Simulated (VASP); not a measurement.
```yaml
crystal:
  lattice:
    - [1.50785, -2.61167, 0.00000]
    - [1.50785, 2.61167, 0.00000]
    - [0.00000, 0.00000, 3.20045]
  atoms:
    - { symbol: Ti, position: [0.00000, 0.00000, 0.00000] }
    - { symbol: B, position: [0.33333, 0.66667, 0.50000] }
    - { symbol: B, position: [0.66667, 0.33333, 0.50000] }
```

Method: PBE GGA, VASP's PBE PAW potentials (set 64) (plane waves; VASP 6.6.1). Run with 620 eV cut-off, 12×12×10 Γ-centred mesh, first-order Methfessel-Paxton smearing of 0.10 eV, potentials Ti_sv B.

Problem. Predict the energy per atom (σ→0), pressure, band gap (on the k-mesh) with the smallest direct gap where there is one.

Solution. 
```
Quantity                                                     Value
------------------------  ----------------------------------------
band gap (on the k-mesh)  none (metal, semimetal or under 0.01 eV)
energy per atom (σ→0)                       -785.5 kJ/mol of atoms
pressure                                                  4.91 GPa
```

The compound is TiB2 in the AlB2 type structure. It was relaxed first under an external pressure of 5 GPa.
